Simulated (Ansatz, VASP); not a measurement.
# Cross-check of SmS between VASP and Ansatz

Aim: how closely do two programs agree when they are given the same cell, functional and k mesh? The cell is taken from a series of runs on this material, whose earlier steps may have relaxed, scaled, displaced or heated it; both programs get it as it stands.

Main program and level: Ansatz 0.2.0; plane waves, with VASP 6.6.1 beside it; relaxation of cell and atoms at PBEsol.

In doubt: a part-filled 4f shell, where there is one, can sit in one of many states, so energies may not be the lowest and differences between runs may mislead.

**1. Starting point**

Symmetry: Fm-3m, No. 225, cubic system. The conventional cell has a = 5.696 Å, b = 5.696 Å, c = 5.696 Å, α = 90.00°, β = 90.00°, γ = 90.00°. Nearest to Sm lie 6 S at 2.85 Å. Nearest to S lie 6 Sm at 2.85 Å. Farther neighbours and most contacts between anions are not listed.

**2. Ansatz: relaxation of cell and atoms, PBEsol**

Ansatz runs on its default PAW (the set named soft_2) files.

The relaxed volume is the usual yardstick between codes: in a stiff, nearly cubic crystal its relative difference is about their pressure difference at one cell divided by the bulk modulus.

Contents of input.yaml:

```yaml
crystal:
  lattice:
    - [0.0, 2.8480223593, 2.8480223593]
    - [2.8480223593, 0.0, 2.8480223593]
    - [2.8480223593, 2.8480223593, 0.0]
  atoms:
    - { symbol: Sm, position: [0.5, 0.5, 0.5], spin: 6.13 }
    - { symbol: S, position: [0.0, 0.0, 0.0] }
kpoints:
  mp_grid: { grid: [16, 16, 16] }
hamiltonian:
  xc: pbesol
scf:
  occupations: { method: gaussian, width: 0.1 }
output:
  forces: true
  stress: true
  eigenvalues: true
  populations: true
  write_density: true
  write_potential: true
  elf: true
  volumetric_format: npy
magnetization:
  spin_polarized: true
relax:
  adjacent_minimum: "off"
  f_tol: 0.005
  max_steps: 80
  cell: { stress_tol: 0.05 }
```

Command:

```sh
ansatz run input.yaml --threads 8 --pin off --max-ram 14336MiB --backend cpu --events-out ev --progress --plain --runs-dir out
```

Numbers of over 12 decimals in the logs are rounded to 6 here.

Output:

```text
Warning: where an SCF of this run starts from atoms to list the orders of its open shells, Sm (site 0, from 0) starts with 5.22 μB on its 4f shell and 0.78 μB on its 5d shell, in the place of the 6.13 μB that the deck gives it: its open shells can hold no more by Hund's first rule. To start from spheres of the given moment, type scf.initial_density.shell_occupations: []
Sm: projections on atomic orbitals take those of the free atom [Kr 4d10] 4f6 5s2 5p6 5d0 6s2, of charge +0.00 (hamiltonian.pseudopotentials.projection_atoms); the dataset's partial waves leave at most 1.0e-3 of an orbital's norm unspanned inside its sphere
Engine: ansatz 0.2.0, aarch64-unknown-linux-gnu
Pseudopotentials: kind: paw
Pseudopotential: Sm, paw, valence charge 16, recommended cutoff 420 eV (normal), Sm.paw.azcp
Pseudopotential: S, paw, valence charge 6, recommended cutoff 420 eV (normal), S.paw.azcp
Functional definition: PBEsol
  exchange = pbesol_x
  correlation = pbesol_c
Crystal: 2 atoms, lattice volume = 46.202 Å³
Basis set: ecut = 420 eV, 893 PW (Γ), exchange–correlation on 54×54×54 points (8 copies of the dense FFT grid, shifted against one another)
Bands: 19, of which v1, the nominal top of the filled ones, is band 11 counted from 1 (10 counted from 0)
Symmetry: 48 space group operations
Space group: Fm-3m (ITA 225), of the structure as read, at distance tolerance 3.6e-5 Å
Magnetic group: BNS 225.116 (UNI 1618), of the structure as read, at distance tolerance 3.6e-5 Å
k-points: 145 of 4096
Non-local potential: Sm, projectors of the file, l = 0: 3, l = 1: 2, l = 2: 2, l = 3: 3
Non-local potential: S, projectors of the file, l = 0: 2, l = 1: 2, l = 2: 2
PAW form: soft (Blöchl's): semilocal exchange-correlation on the pseudo side does not see the compensation charge
PAW frozen core: Sm, regenerated for the run's functional, and the local potential with it (the file was generated under x = pbe(κ = 0.804, μ = 0.219515), c = pbe(β = 0.066725))
PAW frozen core: S, regenerated for the run's functional, and the local potential with it (the file was generated under x = pbe(κ = 0.804, μ = 0.219515), c = pbe(β = 0.066725))
PAW one-centre angular grid: Sm, 590 points (default); XC on 64 Gauss nodes
PAW one-centre angular grid: S, 110 points (default); XC on 64 Gauss nodes
Initial density: superposition of atomic densities (chi_scale 0.1, normalization cell, long waves kept (reshape's long-wave potential 0.00 eV rms))
Starting moments: Σ|m| = 6.13 μB on 1 of 2 sites
Initial wavefunctions: pseudopotential atomic-orbital guess
Functional: x = pbesol(κ = 0.804, μ = 0.123457), c = pbesol(β = 0.046)
SCF iter   1: F=—  HF=-9033.526358 eV  |F-HF|=—  |Δ(HF+E_count)|=         —  Δρ=4.58e-2 (↑4.58e-2 ↓1.66e-2)  dr2=1.97e0  dr2_m=1.98e-1  M=5.772 μB ∫|m|=5.918 μB  β_m=0.30  ethr=3.10e-3  ⟨swp⟩=5.1  Hψ=26522  notcnv=0
Mixer restart at iter 1: flushing history
preconditioner: auto → Kerker (q_TF=auto, 2.411 Å⁻¹)  [metal: Δε(μ)=0.003 eV  Ē_g=11.586 eV  σ=0.100 eV  W_gap=0.02  n_scr=14 (ndim 8)  ℏωp=24.4 eV  f_vac=0.000  D(μ)=16.02/eV (n_scr^D=386)]
spin=Collinear: Kerker preconditioning applied to the charge; magnetization (m = ρ↑ − ρ↓) channel mixes plain (no charge-response kernel on spin).
SCF iter   2: F=—  HF=-9033.731355 eV  |F-HF|=—  |Δ(HF+E_count)|=   2.05e-1  Δρ=2.67e-2 (↑2.67e-2 ↓1.19e-2)  dr2=8.20e-1  dr2_m=6.54e-2  M=5.763 μB ∫|m|=5.898 μB  β_m=0.47  ethr=3.10e-3  ⟨swp⟩=3.3  Hψ=12157  notcnv=0  defer=448
SCF iter   3: F=—  HF=-9034.016623 eV  |F-HF|=—  |Δ(HF+E_count)|=   2.85e-1  Δρ=1.21e-2 (↑1.21e-2 ↓5.55e-3)  dr2=1.89e-1  dr2_m=1.18e-2  M=5.797 μB ∫|m|=5.924 μB  β_m=0.64  ethr=3.10e-3  ⟨swp⟩=3.1  Hψ=11307  notcnv=0  defer=445
SCF iter   4: F=—  HF=-9034.130297 eV  |F-HF|=—  |Δ(HF+E_count)|=         —  Δρ=3.34e-3 (↑3.34e-3 ↓2.53e-3)  dr2=1.73e-2  dr2_m=5.82e-4  M=5.853 μB ∫|m|=5.979 μB  β_m=0.64  ethr=8.57e-4  ⟨swp⟩=3.4  Hψ=14050  notcnv=0  defer=408
Mixer restart at iter 4: flushing history
SCF iter   5: F=—  HF=-9034.131876 eV  |F-HF|=—  |Δ(HF+E_count)|=   1.58e-3  Δρ=1.81e-3 (↑1.81e-3 ↓1.38e-3)  dr2=5.33e-3  dr2_m=1.57e-4  M=5.857 μB ∫|m|=5.988 μB  β_m=0.82  ethr=7.85e-5  ⟨swp⟩=1.5  Hψ=7634  notcnv=0  defer=406
SCF iter   6: F=—  HF=-9034.134289 eV  |F-HF|=—  |Δ(HF+E_count)|=   2.41e-3  Δρ=4.71e-4 (↑4.71e-4 ↓3.53e-4)  dr2=2.72e-4  dr2_m=1.50e-5  M=5.861 μB ∫|m|=5.997 μB  β_m=0.91  ethr=2.42e-5  ⟨swp⟩=2.6  Hψ=9345  notcnv=0  defer=416
SCF iter   7: F=—  HF=-9034.134386 eV  |F-HF|=—  |Δ(HF+E_count)|=   9.65e-5  Δρ=1.77e-4 (↑1.77e-4 ↓8.39e-5)  dr2=2.32e-5  dr2_m=2.97e-6  M=5.861 μB ∫|m|=5.998 μB  β_m=0.76  ethr=1.23e-6  ⟨swp⟩=2.7  Hψ=9471  notcnv=0  defer=416
SCF iter   8: F=—  HF=-9034.134298 eV  |F-HF|=—  |Δ(HF+E_count)|=   8.78e-5  Δρ=1.66e-4 (↑1.66e-4 ↓5.01e-5)  dr2=1.82e-5  dr2_m=2.54e-6  M=5.861 μB ∫|m|=5.998 μB  β_m=0.78  ethr=1.05e-7  ⟨swp⟩=2.4  Hψ=8834  notcnv=0  defer=416
[...]
SCF iter  12: F=-9034.134349 eV  HF=-9034.134349 eV  |F-HF|=8.03e-8  |Δ(HF+E_count)|=   6.76e-8  Δρ=1.34e-5 (↑1.34e-5 ↓1.23e-6)  dr2=8.41e-8  dr2_m=1.82e-8  M=5.859 μB ∫|m|=5.996 μB  β_m=0.97  ethr=1.09e-10  ⟨swp⟩=8.6  Hψ=34907  notcnv=0
[...]
SCF 1 converged in 14 iterations: F = -9034.134349 eV  dr2 = 5.09e-10
  greatest PAW one-centre occupation: 0.989 electrons in one spin orbital (limit 2), on the Sm atom at site 0 (counted from 0), in its partial waves of l = 0
relax step   1: F+E_penalty+E_count = -9034.13434892 eV  Δ(F+E_penalty+E_count) = +0.000e0 eV  max|allowed force component| = 3.957e-29 eV/Å  Δτ_max = 0.0000 Å  P = -0.038 GPa  Ω = 46.202 Å³  (14 SCF iters, dr2 threshold 1.00e-7 eV, accepted)
Initial density: handed on by an earlier stage of this run
Starting moments: Σ|m| = 6.13 μB on 1 of 2 sites; this step starts from the density that it was given
Initial wavefunctions: pseudopotential atomic-orbital guess (no wavefunctions were taken with the density)
iter 1 solved again at ethr=1.19e-8 eV; its pass at ethr=3.10e-3 eV (dr2=2.61e-6 eV) is discarded
SCF iter   1: F=—  HF=-9034.134349 eV  |F-HF|=—  |Δ(HF+E_count)|=         —  Δρ=3.43e-7 (↑3.43e-7 ↓1.00e-7)  dr2=5.83e-11  dr2_m=1.10e-11  M=5.859 μB ∫|m|=5.996 μB  β_m=0.65  ethr=1.19e-8  ⟨swp⟩=3.3  Hψ=44401  notcnv=0
eigensolver tolerance schedule: the retry pair's looser diagonalisation over-reported the residual by 44743.45 of it (diagonalisation noise at 0.21 of the residual, at the tolerance the schedule requests for it); recorded, not acted on — ethr = c·dr2/N_el stays at c = 1.0e-1
preconditioner: auto → Kerker (q_TF=auto, 2.411 Å⁻¹)  [metal: Δε(μ)=0.000 eV  Ē_g=11.496 eV  σ=0.100 eV  W_gap=0.00  n_scr=14 (ndim 8)  ℏωp=24.4 eV  f_vac=0.000  D(μ)=10.39/eV (n_scr^D=180)]
spin=Collinear: Kerker preconditioning applied to the charge; magnetization (m = ρ↑ − ρ↓) channel mixes plain (no charge-response kernel on spin).
SCF iter   2: F=—  HF=-9034.134349 eV  |F-HF|=—  |Δ(HF+E_count)|=   8.94e-9  Δρ=1.67e-7 (↑1.67e-7 ↓5.58e-8)  dr2=1.20e-11  dr2_m=2.78e-12  M=5.859 μB ∫|m|=5.996 μB  β_m=0.50  ethr=1.00e-12  ⟨swp⟩=2.6  Hψ=9811  notcnv=0
SCF iter   3: F=—  HF=-9034.134349 eV  |F-HF|=—  |Δ(HF+E_count)|=  7.28e-12  Δρ=1.43e-7 (↑1.43e-7 ↓3.97e-8)  dr2=8.14e-12  dr2_m=2.15e-12  M=5.859 μB ∫|m|=5.996 μB  β_m=0.62  ethr=1.00e-12  ⟨swp⟩=1.0  Hψ=5510  notcnv=0
SCF iter   4: F=—  HF=-9034.134349 eV  |F-HF|=—  |Δ(HF+E_count)|=  2.18e-11  Δρ=1.05e-7 (↑1.05e-7 ↓1.97e-8)  dr2=7.72e-12  dr2_m=8.90e-13  M=5.859 μB ∫|m|=5.996 μB  β_m=0.77  ethr=1.00e-12  ⟨swp⟩=1.0  Hψ=5510  notcnv=0
SCF iter   5: F=-9034.134349 eV  HF=-9034.134349 eV  |F-HF|=5.46e-12  |Δ(HF+E_count)|=  1.82e-12  Δρ=9.88e-8 (↑9.88e-8 ↓1.20e-8)  dr2=5.78e-12  dr2_m=9.77e-13  M=5.859 μB ∫|m|=5.996 μB  ethr=1.00e-12  ⟨swp⟩=4.0  Hψ=20659  notcnv=0
SCF 2 converged in 5 iterations: F = -9034.134349 eV  dr2 = 5.78e-12
relax step   2: F+E_penalty+E_count = -9034.13434892 eV  Δ(F+E_penalty+E_count) = -4.002e-10 eV  max|allowed force component| = 2.363e-29 eV/Å  Δτ_max = 0.0000 Å  P = -0.038 GPa  Ω = 46.202 Å³  stress off target by 3.80e-2 GPa  SCF on the basis re-selected at this cell (its energy is not comparable with the rows above)  (5 SCF iters)
basis re-selected at this cell: Δ(F+E_penalty+E_count) = -4.002e-10 eV, ΔP = -0.000 GPa vs the last step (what re-selecting the basis moved, of the pressure what is left beyond the Pulay correction that the steps carried, after the strain that the cell walked since its last selection, with what the two solves' SCF thresholds leave and, on support functions, any second-order correction that the steps lacked; it is no  [...]
SCF converged after 5 iterations
Magnetization: 5.8594 μB (13.9297 up, 8.0703 down)
Absolute magnetization: 5.9964 μB (∫|ρ↑−ρ↓|, with the PAW one-centre terms)
Spin contamination: 0.0202 ħ² per cell (⟨S²⟩ above its minimum at these occupations)
Per-site moments (μB) at R_I (Å): [(5.569187, 1.174809), (-0.059620, 1.174809)]
Free energy (F): -9034.134349 eV
Harris-Foulkes:  -9034.134349 eV  (|F-HF|=5.46e-12)
Internal energy: -9034.082392 eV  (E = F + TS)
E sigma→0 (E₀):  -9034.108370 eV
Entropy (-TS):   -0.051957 eV (-25.978 meV/atom)
Fermi energy:    11.886917 eV
--- Per-component energies (eV) ---
  E_band       = 21.875302
  E_kinetic    = 446.014372
  E_local      = -1588.574265  (includes V_loc(G=0)·N_el)
  E_nonlocal   = 429.546578
  E_hartree    = 619.437589
  E_xc         = -273.658082
  E_vxc        = -282.786789  (∫ρ·V_xc dr)
  E_paw        = -6710.733588  (= ΣΔE_a)
  E_vpaw       = -221.199656  (= ΣTr[D̂ρ^β])
  E_aug_tail   = 0.000001  (compensation charges beyond the density's cutoff)
  E_ewald      = -1956.688705
  E_core_change = 0.573707  (= ΣΔE_core)
  E_smearing   = -0.051957  (= −TS)
  E_closure    = 0.000000  (closes the sum)
  Σ components = -9034.134349   (vs F -9034.134349, Δ=0.00e0)
--- Forces (eV/Å), atoms counted from 1 ---
  atom   1  Sm     0.00000000    -0.00000000    -0.00000000
  atom   2  S      0.00000000    -0.00000000     0.00000000
  max |Σ_I F_I| component: 4.95e-29 eV/Å
--- Stress (GPa, compression-positive) ---
       -0.038042      -0.000000      -0.000000
       -0.000000      -0.038042      -0.000000
       -0.000000      -0.000000      -0.038042
  P = ⅓ Tr σ = -0.0380 GPa (-0.380 kbar)
--- Band table (eV; the first three rows and the last of 290) ---
  k-point 0 ↑: bands = [... 7 lower, 9.0931, 11.6671, 11.6973, 11.6973, 11.6973, 12.3313, 12.3313, 12.3313, ... 4 higher]
  k-point 1 ↑: bands = [... 7 lower, 9.0202, 11.6551, 11.6808, 11.6808, 11.6975, 12.1794, 12.2277, 12.2277, ... 4 higher]
  k-point 2 ↑: bands = [... 7 lower, 8.8258, 11.6212, 11.6428, 11.6428, 11.6982, 12.0157, 12.0699, 12.0699, ... 4 higher]
  k-point 144 ↓: bands = [... 7 lower, 8.4406, 13.8548, 13.8548, 15.3687, 15.4289, 15.4718, 15.4718, 15.6383, ... 4 higher]
--- Relaxed structure (1 steps of the walk, 1 accepted, 1 SCFs on fresh bases) ---
  F+E_penalty+E_count = -9034.13434892 eV   max|allowed force component| = 2.363e-29 eV/Å   (the final SCF, on the basis selected at the relaxed cell)
  cell:  # Å, volume = 46.2019 Å³
    - [0.0, 2.8480223593, 2.8480223593]
    - [2.8480223593, 0.0, 2.8480223593]
    - [2.8480223593, 2.8480223593, 0.0]
  atoms:
    - { symbol: Sm, position: [0.5, 0.5, 0.5] }
    - { symbol: S, position: [0.0, 0.0, 0.0] }
--- Löwdin populations: 2 sites ---
  site symbol       q [e]    m [muB]
     0     Sm     15.9575     5.9620
     1      S      6.0055    -0.1195
  spilling = 0.001682 (of n_electrons = 22.000000)
```

(Part 1 of 2 ends here.)

[Lines on the potential files, build, host, timing and source positions are cut from VASP's logs without a mark.]

[Logs are printed without paths, hosts, clocks, repeated set-up lines and the standing remarks that a program may print on its own settings, such as how far it seeks lower states.]

[Hosts, paths, dates, database ids (printed as entryN), source tags and the programs' standing remarks are cut or masked in the printed files.]
